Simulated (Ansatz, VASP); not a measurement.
# SiGe: VASP beside Ansatz, part 2 of 2

Aim: how closely do two programs agree when they are given the same cell, functional and k mesh? The cell is generated by rule, not measured, and may not be a known phase. The cell is taken from a series of runs on this material, whose earlier steps may have relaxed, scaled, displaced or heated it; both programs get it as it stands.

VASP 6.6.1 and Ansatz 0.2.0.

So far: The starting structure; VASP: zone-centre phonons, PBEsol.

The structure was built from a prototype and need not be the compound's stable phase.

### Step 3. Ansatz: zone-centre phonons, PBEsol

Level of this step: Ansatz beside VASP: Kohn-Sham DFT, plane waves, PBEsol (Ansatz).

Ansatz runs on its default PAW (the set named soft_2) files.

The same cell, functional, mesh and smearing now go to Ansatz, which takes its cutoff from its data sets.

The input, input.yaml:

```yaml
crystal:
  lattice:
    - [4.2200806046, -3.1855e-06, 0.0]
    - [-2.1100375436, 3.6546986023, 0.0]
    - [0.0, 0.0, 5.3603301693]
  atoms:
    - { symbol: Si, position: [0.3333333333, 0.6666666667, 0.25] }
    - { symbol: Si, position: [0.6666666667, 0.3333333333, 0.75] }
    - { symbol: Ge, position: [0.6666666667, 0.3333333333, 0.25] }
    - { symbol: Ge, position: [0.3333333333, 0.6666666667, 0.75] }
kpoints:
  mp_grid: { grid: [12, 12, 8] }
hamiltonian:
  xc: pbesol
scf:
  occupations: { method: methfessel_paxton, width: 0.15 }
output:
  eigenvalues: true
phonons:
  method: dfpt
  qmesh: [2, 2, 1]
  temperatures: { t_max: 1000, t_step: 50 }
  qpath:
    path:
      - [[0.0, 0.0, 0.0], [0.5, 0.0, 0.0], [0.33333333, 0.33333333, 0.0], [0.0, 0.0, 0.0], [0.0, 0.0, 0.5], [0.5, 0.0, 0.5], [0.33333333, 0.33333333, 0.5], [0.0, 0.0, 0.5]]
      - [[0.5, 0.0, 0.5], [0.5, 0.0, 0.0]]
      - [[0.33333333, 0.33333333, 0.5], [0.33333333, 0.33333333, 0.0]]
    npoints: 10
```

The run is started by

```bash
$ ansatz run input.yaml --threads 4 --pin off --max-ram 7168MiB --backend cpu --events-out ev --progress --plain --runs-dir out
```

Numbers of over 12 decimals in the logs are rounded to 6 here.

The program printed:

```text
Engine: ansatz 0.2.0, aarch64-unknown-linux-gnu
Pseudopotentials: kind: paw
Pseudopotential: Si, paw, valence charge 4, recommended cutoff 420 eV (normal), Si.paw.azcp
Pseudopotential: Ge, paw, valence charge 14, recommended cutoff 420 eV (normal), Ge.paw.azcp
Functional definition: PBEsol
  exchange = pbesol_x
  correlation = pbesol_c
Crystal: 4 atoms, lattice volume = 82.673 Å³
Basis set: ecut = 420 eV, 1595 PW (Γ), exchange–correlation on 60×60×72 points (8 copies of the dense FFT grid, shifted against one another)
Bands: 22, of which v1, the nominal top of the filled ones, is band 18 counted from 1 (17 counted from 0)
Symmetry: 24 space group operations
k-points: 95 of 1152
Non-local potential: Si, projectors of the file, l = 0: 2, l = 1: 2, l = 2: 2
Non-local potential: Ge, projectors of the file, l = 0: 2, l = 1: 2, l = 2: 3, l = 3: 1
PAW form: soft (Blöchl's): semilocal exchange-correlation on the pseudo side does not see the compensation charge
PAW frozen core: Si, regenerated for the run's functional, and the local potential with it (the file was generated under x = pbe(κ = 0.804, μ = 0.219515), c = pbe(β = 0.066725))
PAW frozen core: Ge, regenerated for the run's functional, and the local potential with it (the file was generated under x = pbe(κ = 0.804, μ = 0.219515), c = pbe(β = 0.066725))
PAW one-centre angular grid: Si, 110 points (default); XC on 64 Gauss nodes
PAW one-centre angular grid: Ge, 590 points (default); XC on 64 Gauss nodes
Initial density: superposition of atomic densities (neutral atoms: chi_scale 0, normalization atom), corrected by the library's trained network
Initial wavefunctions: pseudopotential atomic-orbital guess
Functional: x = pbesol(κ = 0.804, μ = 0.123457), c = pbesol(β = 0.046)
SCF iter   1: F=—  HF=-9748.615923 eV  |F-HF|=—  |Δ(HF+E_count)|=         —  Δρ=4.20e-3  dr2=1.78e-2  ethr=1.77e-3  ⟨swp⟩=5.3  Hψ=9487  notcnv=0
preconditioner: auto → LDOS  [metal: Δε(μ)=0.005 eV  Ē_g=18.322 eV  σ=0.150 eV  W_gap=0.03  n_scr=22 (ndim 8)  ℏωp=24.5 eV  f_vac=0.020  D(μ)=1.60/eV (n_scr^D=8)  β→1.0]
SCF iter   2: F=—  HF=-9748.608679 eV  |F-HF|=—  |Δ(HF+E_count)|=   7.24e-3  S|Δr|=    0.00e0  Δρ=1.22e-3  dr2=4.75e-4  ethr=4.94e-5  ⟨swp⟩=2.0  Hψ=3652  notcnv=0
SCF iter   3: F=—  HF=-9748.608963 eV  |F-HF|=—  |Δ(HF+E_count)|=   2.84e-4  S|Δr|=    0.00e0  Δρ=4.22e-4  dr2=8.13e-5  ethr=1.32e-6  ⟨swp⟩=2.0  Hψ=3800  notcnv=0
SCF iter   4: F=—  HF=-9748.608894 eV  |F-HF|=—  |Δ(HF+E_count)|=   6.86e-5  S|Δr|=    0.00e0  Δρ=1.37e-4  dr2=1.38e-5  ethr=2.26e-7  ⟨swp⟩=2.0  Hψ=3802  notcnv=0
SCF iter   5: F=—  HF=-9748.608883 eV  |F-HF|=—  |Δ(HF+E_count)|=   1.16e-5  S|Δr|=    0.00e0  Δρ=5.45e-5  dr2=2.31e-6  ethr=3.84e-8  ⟨swp⟩=2.3  Hψ=3299  notcnv=0
SCF iter   6: F=—  HF=-9748.608883 eV  |F-HF|=—  |Δ(HF+E_count)|=   3.88e-7  S|Δr|=    0.00e0  Δρ=1.19e-5  dr2=9.35e-8  ethr=6.42e-9  ⟨swp⟩=2.0  Hψ=3799  notcnv=0
SCF iter   7: F=—  HF=-9748.608883 eV  |F-HF|=—  |Δ(HF+E_count)|=   7.33e-8  S|Δr|=    0.00e0  Δρ=1.12e-6  dr2=8.78e-10  ethr=2.60e-10  ⟨swp⟩=2.0  Hψ=3802  notcnv=0
SCF iter   8: F=-9748.608883 eV  HF=-9748.608883 eV  |F-HF|=7.28e-12  |Δ(HF+E_count)|=  5.73e-10  S|Δr|=    0.00e0  Δρ=7.79e-8  dr2=3.36e-12  ethr=1.00e-12  ⟨swp⟩=4.7  Hψ=11532  notcnv=0
SCF 1 converged in 8 iterations: F = -9748.608883 eV  dr2 = 3.36e-12
  greatest PAW one-centre occupation: 0.998 electrons in one spin orbital (limit 2), on the Ge atom at site 3 (counted from 0), in its partial waves of l = 2
phonons: the bands overlap, so this run is a metal and interpolates without the dipole-dipole term. If the crystal is really an insulator or semiconductor, its LO-TO splitting is missing
NSCF: frozen V_eff on 95 k-points
NSCF: frozen V_eff on 370 k-points
DFPT response loops at q = (0, 0, 0) (fractional): preconditioner auto → Kerker (q_TF=auto, 2.375 Å⁻¹) (partly filled bands, converged f_vac=0.017); β = 1.00, the filter's whole step (`scf.mixing.beta` (0.50) is not read by the response loops under this deck's `scf.mixing.preconditioner`; to damp them name `kerker` or `kerker_dos`, under which they read `scf.mixing.beta`, and type it under 1.00, their step now; both keys bind the ground state too); Broyden in place of MSR1
NSCF: frozen V_eff on 740 k-points
DFPT response loops at q = (0, -0.5, 0) (fractional): mixed as the last ones told, above
SCF converged after 8 iterations
Stability not checked: this state was not tested for a lower state beside it, because cold or Methfessel-Paxton smearing, or corrected tetrahedra, fill the levels in a way that the test cannot read (fill_not_monotonic; see scf.lower_state_search)
Free energy (F): -9748.608883 eV
Harris-Foulkes:  -9748.608883 eV  (|F-HF|=7.28e-12)
Internal energy: -9748.607985 eV  (E = F + TS)
E sigma→0 (E₀):  -9748.608659 eV
Entropy (-TS):   -0.000898 eV (-0.225 meV/atom)
Fermi energy:    7.611085 eV
--- Per-component energies (eV) ---
  E_band       = -295.542514
  E_kinetic    = 302.020485
  E_local      = -5257.874843  (includes V_loc(G=0)·N_el)
  E_nonlocal   = 890.670222
  E_hartree    = 2310.126936
  E_xc         = -259.341026
  E_vxc        = -223.044737  (∫ρ·V_xc dr)
  E_paw        = -4953.559051  (= ΣΔE_a)
  E_vpaw       = -627.568074  (= ΣTr[D̂ρ^β])
  E_aug_tail   = 0.000641  (compensation charges beyond the density's cutoff)
  E_ewald      = -2782.550343
  E_core_change = 1.898994  (= ΣΔE_core)
  E_smearing   = -0.000898  (= −TS)
  E_closure    = -0.000000  (closes the sum)
  Σ components = -9748.608883   (vs F -9748.608883, Δ=0.00e0)
--- Band table (eV; the first three rows and the last of 95) ---
  k-point 0: bands = [... 14 lower, 4.8881, 4.8881, 7.6339, 7.6339, 8.5742, 9.0999, 9.0999, 9.2331]
  k-point 1: bands = [... 14 lower, 4.9568, 4.9568, 7.4510, 7.4510, 7.7225, 9.1713, 9.1713, 10.2197]
  k-point 2: bands = [... 14 lower, 5.1606, 5.1606, 6.7509, 7.0021, 7.0021, 9.3851, 9.3851, 10.7426]
  k-point 94: bands = [... 14 lower, 3.3724, 3.3724, 8.9992, 8.9992, 9.1722, 9.1722, 11.8920, 11.8920]
--- Phonons (Γ-DFPT): 4 representative perturbations + reference (Σ response iterations 12) ---
  ASR residual: 4.045e-5 → 0.000e0 eV/Å²; symmetrization residual: 3.175e-6 eV/Å²
  ASR residual per site (eV/Å²): 1.30e-5 1.30e-5 4.05e-5 4.05e-5
  Γ frequencies (cm⁻¹): 0.00 0.00 0.00 60.80 60.99 60.99 80.13 80.65 350.25 350.25 370.33 370.33
--- Phonons (arbitrary-q DFPT): 2 irreducible q on the 2×2×1 mesh ---
  q = [0.0000, 0.0000, 0.0000] (star 1, of the zone-centre solve; hermiticity 6.47e-7, symmetrization 5.27e-8): -0.00 0.00 0.00 60.80 60.99 60.99 80.13 80.65 350.25 350.25 370.33 370.33
  q = [0.0000, -0.5000, 0.0000] (star 3, 6 solved perturbations in 1910 linear systems a pass and spin channel, the states on 370 of 1152 k-point pairs; hermiticity 9.23e-7, symmetrization 3.21e-7): 40.07 61.48 64.97 76.76 95.12 96.74 171.91 183.28 274.21 294.56 324.23 343.02
  sum rule: each row above includes the acoustic sum rule's correction from the zone centre's row sums; it moved no ω² by more than (0.39 cm⁻¹)²
  mesh force constants: q→R imaginary residual 1.97e-17; ASR residual 4.045e-5 → 0.000e0 eV/Å²; symmetrization residual 8.882e-15 eV/Å²
  interpolated dispersion: 93 rows × 12 modes
  density of states and harmonic sums: on the 18×18×12 q-mesh, interpolated from the force constants of a 2×2×1 supercell (no non-analytic term)
  largest difference from the sums on the solved wave vectors: F 1.66e-1 eV, S 2.31e-4 and C_V 6.46e-5 eV/K
  zero-point energy: 0.124085 eV/cell   skipped modes (ω ≤ 0): 3   left out of the sums: 6.43e-5 of the cell's modes: C_V's classical limit lies that fraction below 3 k_B per atom; for a crystal, a wire or a layer, F and S can be off by more, and a phonons.interpolated_qmesh denser along its periods is the remedy for the sampling
```

### Step 4. Differences

Known differences besides the potentials themselves: VASP's run holds the zone centre alone; the cutoff is 420 eV in Ansatz and 500 eV in VASP; Ansatz makes its cores anew for this functional, VASP keeps those of its PBE data sets. Total energies have different zeros and are not compared.

Zone-centre modes by rising frequency (cm⁻¹; imaginary ones negative):

```tsv
program	modes
Ansatz	0.0, 0.0, 0.0, 60.8, 61.0, 61.0, 80.1, 80.7, 350.2, 350.2, 370.3, 370.3
VASP	-2.0, -0.1, -0.1, 60.8, 60.8, 63.8, 78.7, 82.7, 349.8, 349.8, 370.1, 370.1
```

The two lists differ in the order or number of single and degenerate modes, so they aren't paired one by one; the r.m.s. figure in the results sets the two lists side by side in order.

### Step 5. Results

| Quantity | Value |
| --- | --- |
| r.m.s. difference of the optical zone-centre modes, each program's sorted by frequency (zone-centre phonons, PBEsol) | 1.3 cm⁻¹ |

What this shows: The r.m.s. difference of the optical zone-centre modes, each program's sorted by frequency is 1.3 cm⁻¹ (zone-centre phonons, PBEsol). How closely two codes agree says nothing of how well the functional describes the real material.

[Lines on the potential files, build, host, timing and source positions are cut from VASP's logs without a mark.]

[Logs are printed without paths, hosts, clocks, repeated set-up lines and the standing remarks that a program may print on its own settings, such as how far it seeks lower states.]

[Hosts, paths, dates, database ids (printed as entryN), source tags and the programs' standing remarks are cut or masked in the printed files.]
